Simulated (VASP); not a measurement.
Input:

```
CELL_PARAMETERS angstrom
     -1.59869     1.59869     1.59869
      1.59869    -1.59869     1.59869
      1.59869     1.59869    -1.59869
ATOMIC_POSITIONS crystal
  Nb 0.00000 0.00000 0.00000
```

Level of theory: PBE GGA with D3 dispersion (Becke-Johnson damping), VASP's PBE PAW potentials (set 64) (plane waves; VASP). Run with 520 eV cut-off, 16×16×16 Γ-centred mesh, first-order Methfessel-Paxton smearing of 0.10 eV, potentials Nb_sv.

Task: What does the run give for the energy per atom (σ→0), pressure, band gap (on the k-mesh) with the smallest direct gap where there is one?

Result: 
```yaml
band gap (on the k-mesh): none (metal, semimetal or under 0.01 eV)
energy per atom (σ→0): -10.926 eV/atom
pressure: 12.85 GPa
```

Only differences to runs with the same potentials and settings are physical.

The compound is Nb in the bcc structure. This cell is one point of a volume scan, at 0.94 of the reference volume.
